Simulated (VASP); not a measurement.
Method: PBEsol GGA, VASP's PBE PAW potentials (set 64) (plane waves; VASP 6.6.1).

The input files of a VASP run:

KPOINTS:
```
kpoints
0
gamma
9 9 9
```

### POSCAR
```
ZnS
1
    0.0000000000     2.4286863396     2.4286863396
    2.4286863396     0.0000000000     2.4286863396
    2.4286863396     2.4286863396     0.0000000000
Zn S
1 1
Direct
  0.0000000000   0.0000000000   1.0000000000
  0.2500000000   0.2500000000   0.2500000000
```

### INCAR
```
# general
SYSTEM   =  ZnS
PREC     =  Accurate
ENCUT    =  500
LREAL    =  F
LASPH    =  T

# electronic loop
EDIFF    =  1E-6
NELM     =  100
ALGO     =  Normal
LMAXMIX  =  4

# smearing
ISMEAR   =  0
SIGMA    =  0.05

# functional
GGA      =  PS

# ions
IBRION   =  2
NSW      =  40
ISIF     =  3
EDIFFG   =  -0.02
PSTRESS  =  450

# output
LWAVE    =  F
LCHARG   =  F
```

POTCAR, in this order: Zn S (PBE.64 set). Program: vasp_std.

**Question.** What will the output report for the number of irreducible k-points (NKPTS), largest plane-wave count, number of space-group operations, FFT grid (NGX, NGY, NGZ)?

**Answer.** 
```
Quantity                                      Result
--------------------------------------  ------------
number of irreducible k-points (NKPTS)            35
largest plane-wave count                         745
number of space-group operations                  24
FFT grid (NGX, NGY, NGZ)                28 × 28 × 28
```

The compound is ZnS in the zinc blende structure. It was relaxed first under an external pressure of 45 GPa.
